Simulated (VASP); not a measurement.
SrVO$_{3}$ (cubic perovskite) is relaxed at rising pressure, each step from the one before. Symmetry mostly holds the structure type, and other phases were not tried. The mesh follows the cell, and a change of mesh leaves a small step in the series.

```
SrVO3
1.0
    3.86375     0.00000     0.00000
    0.00000     3.86375     0.00000
    0.00000     0.00000     3.86375
Sr V O
1 1 3
Cartesian
  0.00000   0.00000   0.00000
  1.93188   1.93188   1.93188
  1.93188   0.00000   1.93188
  0.00000   1.93188   1.93188
  1.93188   1.93188   0.00000
```

Calculation: PBE GGA, VASP's PBE PAW potentials (set 64) (plane waves; VASP 6.6.1). Run with 620 eV cut-off, 8×8×8 Γ-centred mesh, first-order Methfessel-Paxton smearing of 0.10 eV, potentials Sr_sv V_sv O.

```json
[
 {"P (GPa)": "0", "V (Å³/atom)": "11.54", "H − H(0) (eV/atom)": "0.000", "space group": "Pm-3m", "gap on the mesh (eV)": "0.00", "k-mesh": "8×8×8"},
 {"P (GPa)": "5", "V (Å³/atom)": "11.22", "H − H(0) (eV/atom)": "0.356", "space group": "Pm-3m", "gap on the mesh (eV)": "0.00", "k-mesh": "8×8×8"},
 {"P (GPa)": "10", "V (Å³/atom)": "?", "H − H(0) (eV/atom)": "?", "space group": "Pm-3m", "gap on the mesh (eV)": "0.00", "k-mesh": "8×8×8"},
 {"P (GPa)": "20", "V (Å³/atom)": "10.53", "H − H(0) (eV/atom)": "1.374", "space group": "Pm-3m", "gap on the mesh (eV)": "0.00", "k-mesh": "8×8×8"},
 {"P (GPa)": "30", "V (Å³/atom)": "10.17", "H − H(0) (eV/atom)": "2.021", "space group": "Pm-3m", "gap on the mesh (eV)": "0.00", "k-mesh": "8×8×8"},
 {"P (GPa)": "45", "V (Å³/atom)": "?", "H − H(0) (eV/atom)": "?", "space group": "Pm-3m", "gap on the mesh (eV)": "0.00", "k-mesh": "8×8×8"}
]
```

Some entries are withheld; supply them.

- 45, V (Å³/atom): 9.72
- 45, H − H(0) (eV/atom): 2.952
- 10, V (Å³/atom): 10.97
- 10, H − H(0) (eV/atom): 0.703

Pressures at which the relaxation failed are left out.

The compound is SrVO3 in the cubic perovskite structure. The run is not spin-polarised, so no magnetic state was tried. The electron count is odd and the run is not spin-polarised, which forces a metal.
